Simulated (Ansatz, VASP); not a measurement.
# SnSeS in two plane-wave programs

Wanted: the spread between two codes on one cell, functional and k mesh. The cell is taken from a series of runs on this material, whose earlier steps may have relaxed, scaled, displaced or heated it; both programs get it as it stands.

Method: plane waves, with VASP 6.6.1 beside it; PBEsol, in Ansatz 0.2.0.

### 1. The starting structure

The cell holds 3 atoms: 1 Sn, 1 S and 1 Se. Cell: a = 3.836 Å, b = 3.753 Å, c = 30.000 Å, α = 90.0°, β = 90.0°, γ = 120.7°. Vacuum lies along c.

Structure file:

```
Sn S Se
1.0
     3.83627    0.00000    0.00000
    -1.91813    3.22554    0.00000
     0.00000    0.00000   30.00000
Sn S Se
1 1 1
Direct
  0.00045 0.00090 0.33392
  0.33343 0.66686 0.38173
  0.66612 0.33224 0.28102
```

### 2. VASP: zone-centre phonons, PBEsol, pair 1

Second derivatives magnify differences that forces hide, and they need a tight electronic threshold.

Lines of VASP's logs that name or quote its potential files are left out, and so is its time.

The input, INCAR:

```
SYSTEM = SnSeS
PREC = Accurate
ENCUT = 500
EDIFF = 1E-08
NELM = 120
ISMEAR = 0
SIGMA = 0.01
LREAL = .FALSE.
ALGO = Normal
GGA = PS
NBANDS = 19
LORBIT = 11
LWAVE = .FALSE.
LCHARG = .FALSE.
ISIF = 2
IBRION = 8
LASPH = .TRUE.
GGA_COMPAT = .FALSE.
EFERMI = MIDGAP
NELMDL = -8
KPAR = 2
```

The input, POSCAR:

```
SnSeS
1.0
    3.8362681834      0.0000000000      0.0000000000
   -1.9181340917      3.2255395170      0.0000000000
    0.0000000000      0.0000000000     30.0000000000
Sn S Se
1 1 1
Direct
    0.0004514084      0.0009028167      0.3339194068
    0.3334299382      0.6668598764      0.3817262463
    0.6661186534      0.3322373068      0.2810210137
```

The input, KPOINTS:

```
Automatic mesh
0
Gamma
9 9 1
0 0 0
```

Potentials, in the order of the species: Sn_d, S and Se (PBE family, release 64).

On the command line:

```sh
$ mpirun -np 2 vasp_std
```

Numbers of over 12 decimals in the logs are rounded to 6 here.

Log:

```text
[banner, memory and clock lines left out]
running    2 mpi-ranks, on    1 nodes
 distrk:  each k-point on    1 cores,    2 groups
 distr:  one band on    1 cores,    1 groups

 POSCAR found type information on POSCAR SnS Se
 POSCAR found :  3 types and       3 ions
|                                                                             |
|               ----> ADVICE to this user running VASP <----                  |
|                                                                             |
|     You enforced a specific xc type in the INCAR file but a different       |
|     [... a line on the potential file left out ...]
|     I HOPE YOU KNOW WHAT YOU ARE DOING!                                     |
|                                                                             |

 LDA part: xc-table for (Slater+PW92), standard interpolation
 POSCAR, INCAR and KPOINTS ok, starting setup
 FFT: planning ... GRIDC
 FFT: planning ... GRID_SOFT
 FFT: planning ... GRID
 WAVECAR not read
 entering main loop
       N       E                     dE             d eps       ncg     rms          rms(c)
DAV:   1     0.178016925842E+03    0.17802E+03   -0.10256E+04  1142   0.989E+02
DAV:   2     0.938182451258E+01   -0.16864E+03   -0.16434E+03  1245   0.217E+02
DAV:   3    -0.132556453823E+02   -0.22637E+02   -0.22568E+02  1228   0.914E+01
DAV:   4    -0.139059236832E+02   -0.65028E+00   -0.64949E+00  1335   0.187E+01
DAV:   5    -0.139186193383E+02   -0.12696E-01   -0.12694E-01  1417   0.266E+00
DAV:   6    -0.139188682489E+02   -0.24891E-03   -0.24891E-03  1383   0.303E-01
DAV:   7    -0.139188733807E+02   -0.51318E-05   -0.51317E-05  1436   0.428E-02
DAV:   8    -0.139188734791E+02   -0.98387E-07   -0.98357E-07  1410   0.556E-03    0.647E+00
DAV:   9    -0.135571730806E+02    0.36170E+00   -0.80369E-01  1479   0.967E+00    0.445E+00
DAV:  10    -0.135296085040E+02    0.27565E-01   -0.33001E-01  1180   0.417E+00    0.687E-01
DAV:  11    -0.135218899617E+02    0.77185E-02   -0.47357E-02  1194   0.221E+00    0.372E-01
DAV:  12    -0.135220180047E+02   -0.12804E-03   -0.48189E-03  1136   0.417E-01    0.124E-01
DAV:  13    -0.135220068320E+02    0.11173E-04   -0.53229E-04  1338   0.220E-01    0.531E-02
DAV:  14    -0.135220046720E+02    0.21600E-05   -0.10674E-04  1285   0.780E-02    0.209E-02
[...]
DAV:  22    -0.135221492543E+02   -0.16741E-05   -0.13919E-08  1117   0.837E-04    0.356E-04
DAV:  23    -0.135221513889E+02   -0.21346E-05   -0.50490E-08  1023   0.934E-04    0.306E-04
DAV:  24    -0.135221521417E+02   -0.75277E-06   -0.58834E-09  1018   0.434E-04    0.161E-04
DAV:  25    -0.135221528504E+02   -0.70872E-06   -0.75962E-09   926   0.243E-04    0.811E-05
DAV:  26    -0.135221531827E+02   -0.33227E-06   -0.26314E-09  1052   0.155E-04    0.785E-05
DAV:  27    -0.135221532925E+02   -0.10987E-06   -0.64006E-11  1071   0.760E-05    0.507E-05
DAV:  28    -0.135221533493E+02   -0.56826E-07    0.25134E-10  1025   0.619E-05    0.140E-05
DAV:  29    -0.135221533568E+02   -0.74979E-08    0.53657E-10   976   0.258E-05
   1 F= -.13522153E+02 E0= -.13522153E+02  d E =0.000000E+00
 Linear response reoptimize wavefunctions to high precision
DAV:   1    -0.135221533616E+02   -0.47853E-08    0.55143E-10   994   0.178E-05
DAV:   2    -0.135221533616E+02    0.90949E-11    0.56212E-10   799   0.694E-06
 Linear response DOF=           9
 Linear response progress:
  Degree of freedom:   1/  9
       N       E                     dE             d eps       ncg     rms          rms(c)
RMM:   1    -0.208459269077E+00   -0.20846E+00    0.83972E-01  1845   0.136E+01
RMM:   2    -0.213848596718E+00   -0.53893E-02   -0.14502E-02  2828   0.926E-01    0.849E-02
RMM:   3    -0.213754087719E+00    0.94509E-04   -0.12566E-03  3062   0.246E-01    0.470E-02
RMM:   4    -0.213506652289E+00    0.24744E-03   -0.12868E-04  3107   0.830E-02    0.197E-02
RMM:   5    -0.213416568373E+00    0.90084E-04   -0.21251E-05  3159   0.328E-02    0.564E-03
RMM:   6    -0.213422343675E+00   -0.57753E-05   -0.24574E-06  3406   0.123E-02    0.227E-03
RMM:   7    -0.213429855554E+00   -0.75119E-05   -0.37339E-07  3373   0.486E-03    0.440E-04
RMM:   8    -0.213431107275E+00   -0.12517E-05    0.68736E-08  3469   0.202E-03    0.104E-04
[...]
RMM:  12    -0.239460891620E+00    0.10724E-05   -0.75835E-08  2002   0.400E-04    0.726E-05
RMM:  13    -0.239460143592E+00    0.74803E-06   -0.78842E-09  1956   0.262E-04    0.401E-05
RMM:  14    -0.239459986089E+00    0.15750E-06   -0.12055E-07  2024   0.122E-04    0.217E-05
RMM:  15    -0.239460104374E+00   -0.11828E-06    0.42953E-08  2013   0.757E-05    0.154E-05
RMM:  16    -0.239460302919E+00   -0.19855E-06   -0.10957E-08  1964   0.458E-05    0.617E-06
RMM:  17    -0.239460301649E+00    0.12703E-08   -0.35710E-09  2007   0.240E-05    0.518E-06
 first order change of Fermi-energy   0.20673E+01
 force on displaced ion       1 direction 3 :   0.000  -0.693 -16.818
 Linear response progress:
  Degree of freedom:   4/  9
       N       E                     dE             d eps       ncg     rms          rms(c)
RMM:   1    -0.102761477942E+00   -0.10276E+00    0.20354E-02  3635   0.185E+00
RMM:   2    -0.101418715668E+00    0.13428E-02   -0.33709E-03  2825   0.359E-01    0.122E-01
RMM:   3    -0.101687198981E+00   -0.26848E-03   -0.29017E-04  2943   0.111E-01    0.564E-02
[...]
RMM:  14    -0.101480724868E+00    0.67544E-08    0.18633E-08  1869   0.158E-05    0.206E-06
 first order change of Fermi-energy  -0.48874E+00
 force on displaced ion       2 direction 2 :  -0.000  -3.318  -0.286
 Linear response progress:
  Degree of freedom:   6/  9
       N       E                     dE             d eps       ncg     rms          rms(c)
RMM:   1    -0.140816298136E+00   -0.14082E+00    0.98048E-03  2205   0.193E+00
RMM:   2    -0.137726888963E+00    0.30894E-02   -0.35274E-03  1789   0.342E-01    0.164E-01
RMM:   3    -0.137496996248E+00    0.22989E-03   -0.36602E-04  1854   0.116E-01    0.674E-02
RMM:   4    -0.137457596295E+00    0.39400E-04   -0.96523E-05  1942   0.571E-02    0.305E-02
RMM:   5    -0.137455650800E+00    0.19455E-05   -0.17621E-05  1882   0.244E-02    0.117E-02
RMM:   6    -0.137440217445E+00    0.15433E-04   -0.26176E-06  1959   0.964E-03    0.368E-03
RMM:   7    -0.137437599202E+00    0.26182E-05   -0.63811E-07  1776   0.427E-03    0.802E-04
RMM:   8    -0.137439928956E+00   -0.23298E-05   -0.11851E-07  1953   0.198E-03    0.396E-04
RMM:   9    -0.137440657324E+00   -0.72837E-06   -0.26951E-08  1898   0.641E-04    0.170E-04
RMM:  10    -0.137440446597E+00    0.21073E-06   -0.11858E-07  1792   0.563E-04    0.937E-05
RMM:  11    -0.137440751973E+00   -0.30538E-06   -0.68011E-08  1985   0.235E-04    0.664E-05
RMM:  12    -0.137441633647E+00   -0.88167E-06   -0.10553E-07  1892   0.326E-04    0.279E-05
RMM:  13    -0.137441785564E+00   -0.15192E-06    0.15893E-07  1939   0.143E-04    0.178E-05
RMM:  14    -0.137441972750E+00   -0.18719E-06   -0.19260E-07  1976   0.977E-05    0.117E-05
RMM:  15    -0.137442115341E+00   -0.14259E-06   -0.15994E-07  2006   0.617E-05    0.670E-06
RMM:  16    -0.137442104235E+00    0.11106E-07    0.26433E-08  1994   0.331E-05    0.356E-06
RMM:  17    -0.137442126938E+00   -0.22704E-07    0.12326E-08  2000   0.188E-05    0.210E-06
RMM:  18    -0.137442135873E+00   -0.89347E-08   -0.48691E-09  1972   0.132E-05    0.152E-06
 first order change of Fermi-energy  -0.62678E+00
 force on displaced ion       2 direction 3 :  -0.000  -0.292  -8.942
 Linear response progress:
  Degree of freedom:   7/  9
       N       E                     dE             d eps       ncg     rms          rms(c)
RMM:   1    -0.785180188216E-01   -0.78518E-01    0.57455E-02  3604   0.140E+00
RMM:   2    -0.785419278289E-01   -0.23909E-04   -0.21895E-03  2655   0.272E-01    0.881E-02
RMM:   3    -0.787498138688E-01   -0.20789E-03   -0.28187E-04  2980   0.855E-02    0.454E-02
RMM:   4    -0.790110046405E-01   -0.26119E-03   -0.65491E-05  3080   0.487E-02    0.770E-03
RMM:   5    -0.790298513147E-01   -0.18847E-04   -0.48171E-06  3261   0.133E-02    0.367E-03
RMM:   6    -0.790199763174E-01    0.98750E-05   -0.45424E-07  3173   0.414E-03    0.103E-03
RMM:   7    -0.790247068557E-01   -0.47305E-05   -0.60117E-08  3186   0.147E-03    0.362E-04
RMM:   8    -0.790253497415E-01   -0.64289E-06    0.25115E-09  3288   0.504E-04    0.600E-05
RMM:   9    -0.790253608743E-01   -0.11133E-07    0.32111E-08  3302   0.183E-04    0.165E-05
RMM:  10    -0.790252927281E-01    0.68146E-07    0.35390E-09  3431   0.621E-05    0.678E-06
RMM:  11    -0.790253298761E-01   -0.37148E-07   -0.26939E-08  3244   0.253E-05    0.290E-06
RMM:  12    -0.790253320545E-01   -0.21784E-08   -0.53333E-09  3469   0.924E-06    0.122E-06
 first order change of Fermi-energy  -0.39877E-03
 force on displaced ion       3 direction 1 :  -3.250   0.002  -0.001
 Linear response progress:
  Degree of freedom:   8/  9
       N       E                     dE             d eps       ncg     rms          rms(c)
RMM:   1    -0.784146580956E-01   -0.78415E-01    0.51442E-02  2166   0.141E+00
RMM:   2    -0.779599221617E-01    0.45474E-03   -0.24003E-03  1632   0.284E-01    0.880E-02
RMM:   3    -0.781792197349E-01   -0.21930E-03   -0.28817E-04  1814   0.877E-02    0.454E-02
RMM:   4    -0.784436110566E-01   -0.26439E-03   -0.62303E-05  1887   0.480E-02    0.764E-03
RMM:   5    -0.784651105274E-01   -0.21499E-04   -0.44585E-06  1996   0.130E-02    0.374E-03
RMM:   6    -0.784557557614E-01    0.93548E-05   -0.46517E-07  1926   0.415E-03    0.946E-04
RMM:   7    -0.784605192666E-01   -0.47635E-05   -0.84374E-08  1924   0.144E-03    0.365E-04
RMM:   8    -0.784611206272E-01   -0.60136E-06   -0.88095E-09  1961   0.482E-04    0.660E-05
RMM:   9    -0.784611926402E-01   -0.72013E-07    0.38196E-08  2032   0.178E-04    0.231E-05
RMM:  10    -0.784611128830E-01    0.79757E-07    0.13569E-08  2017   0.684E-05    0.895E-06
RMM:  11    -0.784611343075E-01   -0.21424E-07    0.40840E-09  2038   0.300E-05    0.675E-06
RMM:  12    -0.784611663748E-01   -0.32067E-07   -0.15179E-08  2008   0.226E-05    0.341E-06
RMM:  13    -0.784611564952E-01    0.98796E-08    0.75365E-09  1933   0.188E-05    0.154E-06
 first order change of Fermi-energy  -0.20163E+00
 force on displaced ion       3 direction 2 :  -0.000  -3.477  -0.221
 Linear response progress:
  Degree of freedom:   9/  9
       N       E                     dE             d eps       ncg     rms          rms(c)
RMM:   1    -0.116925996181E+00   -0.11693E+00    0.56021E-02  2167   0.152E+00
RMM:   2    -0.115366932522E+00    0.15591E-02   -0.23552E-03  1698   0.256E-01    0.103E-01
RMM:   3    -0.115116024577E+00    0.25091E-03   -0.32036E-04  1855   0.977E-02    0.467E-02
RMM:   4    -0.115059667817E+00    0.56357E-04   -0.57776E-05  1925   0.434E-02    0.266E-02
RMM:   5    -0.115041469837E+00    0.18198E-04   -0.26557E-05  1857   0.276E-02    0.904E-03
RMM:   6    -0.115033852149E+00    0.76177E-05   -0.29356E-06  2018   0.990E-03    0.403E-03
RMM:   7    -0.115031641937E+00    0.22102E-05   -0.57490E-07  1932   0.404E-03    0.812E-04
RMM:   8    -0.115034386169E+00   -0.27442E-05   -0.65015E-08  1822   0.130E-03    0.628E-04
RMM:   9    -0.115037842377E+00   -0.34562E-05   -0.11346E-07  1812   0.116E-03    0.357E-04
RMM:  10    -0.115038097957E+00   -0.25558E-06   -0.10323E-08  2008   0.381E-04    0.217E-04
RMM:  11    -0.115040155338E+00   -0.20574E-05    0.45028E-08  1890   0.569E-04    0.177E-04
RMM:  12    -0.115040657896E+00   -0.50256E-06    0.81677E-08  1922   0.289E-04    0.640E-05
RMM:  13    -0.115041045805E+00   -0.38791E-06   -0.43853E-07  1999   0.253E-04    0.354E-05
RMM:  14    -0.115041047403E+00   -0.15980E-08    0.74149E-08  2035   0.777E-05    0.351E-05
 first order change of Fermi-energy  -0.14388E+01
 force on displaced ion       3 direction 3 :   0.000  -0.215  -9.237
 Linear response finished
```

From OUTCAR (step 2):

```text
ion  position               nearest neighbor table
   1  0.000  0.001  0.334-   2 2.58   2 2.63   2 2.63   3 2.68   3 2.71   3 2.71
   2  0.333  0.667  0.382-   1 2.58   1 2.63   1 2.63
   3  0.666  0.332  0.281-   1 2.68   1 2.71   1 2.71

  LATTYP: Found a base centered orthorhombic cell.
 ALAT       =     3.8362681834
 B/A-ratio  =     1.6816027258
 C/A-ratio  =     7.8200997860

 Subroutine GETGRP returns: Found  2 space group operations
 (whereof  2 operations were pure point group operations)

The static configuration has the point symmetry C_1h.

 Found     25 irreducible k-points:

   k-points           NKPTS =     25   k-points in BZ     NKDIM =     25   number of bands    NBANDS=     19

   dimension x,y,z NGX =    28 NGY =   28 NGZ =  224
   dimension x,y,z NGXF=    56 NGYF=   56 NGZF=  448

   ENCUT  =  500.0 eV  36.75 Ry    6.06 a.u.   6.99  6.84 54.70*2*pi/ulx,y,z

   NELECT =      26.0000    total number of electrons

 k-points in reciprocal lattice and weights: Automatic mesh
   0.00000000  0.00000000  0.00000000       0.012
   0.11111111  0.00000000  0.00000000       0.049
   0.22222222 -0.00000000  0.00000000       0.049
   0.33333333  0.00000000  0.00000000       0.049
   0.44444444 -0.00000000  0.00000000       0.049
   0.00000000  0.11111111  0.00000000       0.025
   0.11111111  0.11111111  0.00000000       0.049
   0.22222222  0.11111111  0.00000000       0.049
   0.33333333  0.11111111  0.00000000       0.049
[...]
0.00000000  0.44444444  0.00000000       0.025
   0.11111111  0.44444444  0.00000000       0.025

 average (electrostatic) potential at core
       1-110.6028       2 -94.8810       3 -61.2827

  Total       -1.3971198     -0.3707464      0.0196016      0.0000000     -0.0005171      0.0000000
  in kB       -6.0299216     -1.6001289      0.0845998      0.0000000     -0.0022320      0.0000000
  external PRESSURE =      -2.5151502 kB  Pullay stress =       0.0000000 kB

  energy-cutoff  :      500.00
  volume of cell :      371.22
      direct lattice vectors                 reciprocal lattice vectors
     3.836268183  0.000000000  0.000000000     0.260669993  0.155012827  0.000000000
    -1.918134092  3.225539517  0.000000000     0.000000000  0.310025655  0.000000000
     0.000000000  0.000000000 30.000000000     0.000000000  0.000000000  0.033333333

 POSITION                                       TOTAL-FORCE (eV/Angst)
 -----------------------------------------------------------------------------------
      0.00000      0.00291     10.01758        -0.000000      0.002224      0.008349
      0.00000      2.15098     11.45179         0.000000     -0.001443      0.008855
      1.91813      1.07164      8.43063         0.000000     -0.000781     -0.017204
 -----------------------------------------------------------------------------------
    total drift:                               -0.000000      0.000309      0.000262

 Eigenvectors and eigenvalues of the dynamical matrix
 ----------------------------------------------------

   1 f  =    9.469857 THz    59.500865 2PiTHz  315.880421 cm-1    39.164163 meV
             X         Y         Z           dx          dy          dz
      0.000000  0.002912 10.017582    -0.000000   -0.035910   -0.549125
      0.000000  2.150983 11.451787    -0.000000    0.048013    0.819628
      1.918134  1.071645  8.430630     0.000000    0.013495    0.151310

   2 f  =    6.477196 THz    40.697423 2PiTHz  216.056003 cm-1    26.787518 meV
             X         Y         Z           dx          dy          dz
      0.000000  0.002912 10.017582    -0.000000    0.036053    0.422652
      0.000000  2.150983 11.451787    -0.000000   -0.024986    0.433307
      1.918134  1.071645  8.430630     0.000000   -0.028604   -0.794272

   3 f  =    5.631885 THz    35.386175 2PiTHz  187.859453 cm-1    23.291593 meV
             X         Y         Z           dx          dy          dz
      0.000000  0.002912 10.017582     0.000000    0.515825   -0.051646
      0.000000  2.150983 11.451787     0.000000   -0.848307    0.031286
      1.918134  1.071645  8.430630    -0.000000   -0.093808    0.043063

   4 f  =    5.182624 THz    32.563385 2PiTHz  172.873716 cm-1    21.433599 meV
             X         Y         Z           dx          dy          dz
      0.000000  0.002912 10.017582     0.484427    0.000000   -0.000000
      0.000000  2.150983 11.451787    -0.874087    0.000000   -0.000000
      1.918134  1.071645  8.430630    -0.036082    0.000000   -0.000000

   5 f  =    4.014958 THz    25.226726 2PiTHz  133.924588 cm-1    16.604525 meV
             X         Y         Z           dx          dy          dz
      0.000000  0.002912 10.017582     0.000000    0.461893   -0.018152
      0.000000  2.150983 11.451787     0.000000    0.372042   -0.005222
      1.918134  1.071645  8.430630    -0.000000   -0.804501    0.025727

   6 f  =    3.913030 THz    24.586294 2PiTHz  130.524637 cm-1    16.182985 meV
             X         Y         Z           dx          dy          dz
      0.000000  0.002912 10.017582    -0.499198    0.000000    0.000000
      0.000000  2.150983 11.451787    -0.310060    0.000000   -0.000000
      1.918134  1.071645  8.430630     0.809113   -0.000000    0.000000

   7 f/i=    0.001944 THz     0.012217 2PiTHz    0.064861 cm-1     0.008042 meV
             X         Y         Z           dx          dy          dz
      0.000000  0.002912 10.017582    -0.000000    0.098770   -0.712095
      0.000000  2.150983 11.451787    -0.000000    0.051402   -0.369879
      1.918134  1.071645  8.430630    -0.000000    0.080376   -0.580735

   8 f/i=    0.002941 THz     0.018480 2PiTHz    0.098107 cm-1     0.012164 meV
             X         Y         Z           dx          dy          dz
      0.000000  0.002912 10.017582     0.718423    0.000000   -0.000000
      0.000000  2.150983 11.451787     0.373944    0.000000   -0.000000
      1.918134  1.071645  8.430630     0.586544    0.000000   -0.000000

   9 f/i=    0.007022 THz     0.044122 2PiTHz    0.234236 cm-1     0.029042 meV
             X         Y         Z           dx          dy          dz
      0.000000  0.002912 10.017582    -0.000000    0.712906    0.098753
      0.000000  2.150983 11.451787    -0.000000    0.369308    0.051364
      1.918134  1.071645  8.430630    -0.000000    0.580102    0.080421

 ELASTIC MODULI CONTR FROM IONIC RELAXATION (kBar)
 Direction    XX          YY          ZZ          XY          YZ          ZX
 --------------------------------------------------------------------------------
 XX         -39.4087    -38.1120    -85.8120     -0.0000     -2.7764     -0.0000
 YY         -38.1120    -39.7329    -85.2954     -0.0000     -9.5732      0.0000
 ZZ         -85.8120    -85.2954   -190.8758     -0.0000     -3.0572     -0.0000
 XY          -0.0000     -0.0000     -0.0000     -1.6601      0.0000     -5.7892
 YZ          -2.7764     -9.5732     -3.0572      0.0000    -53.8461      0.0000
 ZX          -0.0000      0.0000     -0.0000     -5.7892      0.0000    -80.4003
 --------------------------------------------------------------------------------
```

The gap is read on the k-mesh alone, so it is an upper bound where the band edges lie off the mesh. Energies printed during the response cycles are not total energies of the cell. The PAW data sets were made with PBE, which is usual practice but a small mismatch for other functionals.

[end of part 1 of 3]

[Lines on the potential files, build, host, timing and source positions are cut from VASP's logs without a mark.]

[Logs are printed without paths, hosts, clocks, repeated set-up lines and the standing remarks that a program may print on its own settings, such as how far it seeks lower states.]

[Hosts, paths, dates, database ids (printed as entryN), source tags and the programs' standing remarks are cut or masked in the printed files.]
